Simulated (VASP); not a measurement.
Level of theory: RPBE GGA, VASP's PBE PAW potentials (set 64) (plane waves; VASP).

Input for VASP

**KPOINTS**
```
k-points along high-symmetry lines
15
Line-mode
Reciprocal
  0.000000   0.000000   0.000000 ! GAMMA
  0.500000   0.000000   0.500000 ! X

  0.500000   0.000000   0.500000 ! X
  0.625000   0.250000   0.625000 ! U

  0.375000   0.375000   0.750000 ! K
  0.000000   0.000000   0.000000 ! GAMMA

  0.000000   0.000000   0.000000 ! GAMMA
  0.500000   0.500000   0.500000 ! L

  0.500000   0.500000   0.500000 ! L
  0.500000   0.250000   0.750000 ! W

  0.500000   0.250000   0.750000 ! W
  0.500000   0.000000   0.500000 ! X
```

INCAR:
```
! general
SYSTEM  = Pb
PREC    = Accurate
ENCUT   = 520
LREAL   = .FALSE.
LASPH   = .TRUE.
ICHARG  = 11

! electronic loop
EDIFF   = 1E-7
NELM    = 100
ALGO    = Normal
LMAXMIX = 4

! smearing
ISMEAR  = 0
SIGMA   = 0.05

! functional
GGA     = RP

! output
LWAVE   = .FALSE.
LCHARG  = .FALSE.
LORBIT  = 11
```

### POSCAR
```
Pb
3.6024640
  0.0000000000   0.7071067651   0.7071067651
  0.7071067651   0.0000000000   0.7071067651
  0.7071067651   0.7071067651   0.0000000000
Pb
1
Cart
  0.0000000000   0.0000000000   0.0000000000
```

POTCAR, in this order: Pb_d (PBE.64 set). Program: vasp_std. Read from the step before: CHGCAR.

The run wrote:

**OUTCAR**
```
 ion  position               nearest neighbor table
   1  0.000  0.000  0.000-
  LATTYP: Found a face centered cubic cell.
 ALAT       =     5.0946533310
 Subroutine PRICEL returns:
 Original cell was already a primitive cell.
 Subroutine GETGRP returns: Found 48 space group operations
The static configuration has the point symmetry O_h .
The dynamic configuration has the point symmetry O_h .
 Subroutine INISYM returns: Found 48 space group operations
   k-points           NKPTS =     90   k-points in BZ     NKDIM =     90   number of bands    NBANDS=     11
   number of dos      NEDOS =    301   number of ions     NIONS =      1
   total plane-waves  NPLWV =  21952
   dimension x,y,z NGX =    28 NGY =   28 NGZ =   28
   dimension x,y,z NGXF=    56 NGYF=   56 NGZF=   56
   ions per type =               1
   PREC   = accura    normal or accurate (medium, high low for compatibility)
   ISTART =      0    job   : 0-new  1-cont  2-samecut
   ICHARG =     11    charge: 1-file 2-atom 10-const
   ISPIN  =      1    spin polarized calculation?
   LNONCOLLINEAR =      F non collinear calculations
   LSORBIT =      F    spin-orbit coupling
   INIWAV =      1    electr: 0-lowe 1-rand  2-diag
   ENCUT  =  520.0 eV  38.22 Ry    6.18 a.u.   6.70  6.70  6.70*2*pi/ulx,y,z
   NELM   =    100;   NELMIN=  2; NELMDL= -5     # of ELM steps
...
```

**OSZICAR**
```
       N       E                     dE             d eps       ncg     rms          rms(c)
DAV:   1     0.104381322888E+03    0.10438E+03   -0.74335E+03  1983   0.145E+03
DAV:   2     0.141796809689E+01   -0.10296E+03   -0.10067E+03  2028   0.320E+02
DAV:   3    -0.340277612152E+01   -0.48207E+01   -0.47897E+01  2385   0.825E+01
DAV:   4    -0.350626672514E+01   -0.10349E+00   -0.10345E+00  2385   0.131E+01
DAV:   5    -0.351049028293E+01   -0.42236E-02   -0.42235E-02  2427   0.235E+00
DAV:   6    -0.351071154700E+01   -0.22126E-03   -0.22126E-03  2693   0.446E-01
DAV:   7    -0.351071410043E+01   -0.25534E-05   -0.25530E-05  2448   0.434E-02
DAV:   8    -0.351071413015E+01   -0.29718E-07   -0.29562E-07  2010   0.570E-03
   1 F= -.35107141E+01 E0= -.35099605E+01  d E =-.150719E-02
```

File OUTCAR:
```
 val. band max:        6.8149720450   @ k =   0.5000   0.2500   0.7500

 cond. band min:       6.8287691039   @ k =   0.5000   0.2321   0.7321



 k-point     1 :       0.0000    0.0000    0.0000
  band No.  band energies     occupation
      1     -10.6070      2.00000
      2     -10.6070      2.00000
      3     -10.6070      2.00000
      4     -10.5018      2.00000
      5     -10.5018      2.00000
      6      -4.7072      2.00000
      7      13.2630      0.00000
      8      13.2630      0.00000
      9      13.2630      0.00000
     10      16.1426      0.00000
     11      16.7028      0.00000

 k-point     2 :       0.0357    0.0000    0.0357
  band No.  band energies     occupation
      1     -10.6085      2.00000
      2     -10.6042      2.00000
      3     -10.6042      2.00000
      4     -10.5034      2.00000
      5     -10.5006      2.00000
      6      -4.6774      2.00000
      7      13.0113      0.00000
      8      13.1280      0.00000
      9      13.1280      0.00000
     10      15.9914      0.00000
     11      16.9868      0.00000

 k-point     3 :       0.0714    0.0000    0.0714
  band No.  band energies     occupation
      1     -10.6130      2.00000
      2     -10.5959      2.00000
      3     -10.5959      2.00000
      4     -10.5081      2.00000
      5     -10.4971      2.00000
      6      -4.5878      2.00000
      7      12.4159      0.00000
      8      12.7714      0.00000
      9      12.7714      0.00000
     10      15.6453      0.00000
     11      17.6224      0.00000

 k-point     4 :       0.1071    0.0000    0.1071
  band No.  band energies     occupation
      1     -10.6202      2.00000
      2     -10.5824      2.00000
      3     -10.5824      2.00000
      4     -10.5158      2.00000
      5     -10.4915      2.00000
      6      -4.4387      2.00000
      7      11.6779      0.00000
      8      12.2860      0.00000
      9      12.2860      0.00000
     10      15.2406      0.00000
...
```

The density is held fixed in this step, so its total energy and stress have no physical meaning. Unless said otherwise, spin-orbit coupling is left out, though it shifts the bands of the heavy elements here.

The compound is Pb in the fcc structure. It was relaxed first, which changed the volume by +9 %.
